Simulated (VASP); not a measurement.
Data:

```
Ba
1.0
   -2.53999     2.53999     2.53999
    2.53999    -2.53999     2.53999
    2.53999     2.53999    -2.53999
Ba
1
Direct
  0.00000   0.00000   0.00000
```

All values below come from r2SCAN meta-GGA, VASP's PBE PAW potentials (set 64) (plane waves; VASP). Numerical set-up: 480 eV cut-off, 10×10×10 Γ-centred mesh, first-order Methfessel-Paxton smearing of 0.10 eV, potentials Ba_sv.

Energy and stress use the plane-wave basis of the starting cell.

Task: The ions, cell shape and volume at an external pressure of 2.0 GPa are relaxed. Which structure does the run end with?

Result: 
```
Ba
1.0
   -2.39326     2.39326     2.39326
    2.39326    -2.39326     2.39326
    2.39326     2.39326    -2.39326
Ba
1
Cartesian
 -2.39326   2.39326   2.39326
```
Space group Im-3m (229), at a tolerance of 0.03 Å.

Task: How do energy and volume change from the first to the last step?

Result: The energy (σ→0) changes by +57.6 meV/atom and the volume by -16.3 %, in 4 ionic steps.

The compound is Ba in the bcc structure. This run relaxes it under an external pressure of 2 GPa. Symmetry was kept, so distortions that lower it aren't found.
